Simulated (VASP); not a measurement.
These are PBEsol GGA, VASP's PBE PAW potentials (set 64) (plane waves; VASP 6.6.1) values and carry that method's errors.

VASP ran on this input.

**INCAR**
```
PREC  =  Accurate
CSHIFT  =  0.1
LOPTICS  =  .TRUE.
SIGMA  =  0.01
GGA  =  PS
ENCUT  =  520   ! plane-wave cut-off (eV)
LCHARG  =  .FALSE.
ALGO  =  Normal   ! blocked Davidson
NELM  =  100   ! most electronic steps
SYSTEM  =  BaTiO3
LASPH  =  .TRUE.
NBANDS  =  72
LREAL  =  .FALSE.   ! projection in real space or not
ISMEAR  =  0   ! Gaussian
EDIFF  =  1E-7
LWAVE  =  .FALSE.
NEDOS  =  1001   ! DOS grid
LMAXMIX  =  4   ! l cut-off of mixed one-centre charges
```

KPOINTS:
```
Automatic
0
gamma
  10 10 10
0 0 0
```

File POSCAR:
```
BaTiO3
1.0
  3.9837729849   0.0000000000   0.0000000000
  0.0000000000   3.9837729849   0.0000000000
  0.0000000000   0.0000000000   3.9837729849
Ba Ti O
1 1 3
Cartesian
  0.0000000000   0.0000000000   0.0000000000
  1.9918864924   1.9918864924   1.9918864924
  1.9918864924   0.0000000000   1.9918864924
  0.0000000000   1.9918864924   1.9918864924
  1.9918864924   1.9918864924   0.0000000000
```

POTCAR, in this order: Ba_sv Ti_sv O (PBE.64 set). Program: vasp_std.

The dielectric response may not be converged in the k-mesh; for small gaps it tends to come out too large. Unless said otherwise, spin-orbit coupling is left out, though it shifts the bands of the heavy elements here.

Q: Estimate the energy per atom (σ→0), band gap (on the k-mesh).

A: 
* **energy per atom (σ→0)**: -8.396 eV/atom
* **band gap (on the k-mesh)**: 1.73 eV

### OSZICAR
```
...
DAV:  10    -0.419862051332E+02    0.41311E-01   -0.51486E-02 10688   0.105E+00    0.604E-01
DAV:  11    -0.419821634516E+02    0.40417E-02   -0.93951E-03 10848   0.347E-01    0.198E-01
DAV:  12    -0.419818506907E+02    0.31276E-03   -0.82568E-04 10728   0.866E-02    0.713E-02
DAV:  13    -0.419818464617E+02    0.42290E-05   -0.66879E-05  9752   0.294E-02    0.280E-02
DAV:  14    -0.419818469177E+02   -0.45596E-06   -0.33121E-06  9248   0.577E-03    0.870E-03
DAV:  15    -0.419818468317E+02    0.86011E-07   -0.20464E-07  9696   0.151E-03
   1 F= -.41981847E+02 E0= -.41981847E+02  d E =-.974329E-84
 imaginary and real dielectric function
```

The compound is BaTiO3 in the cubic perovskite structure, the ideal cubic form; the compound distorts at low or room temperature. It was relaxed first.
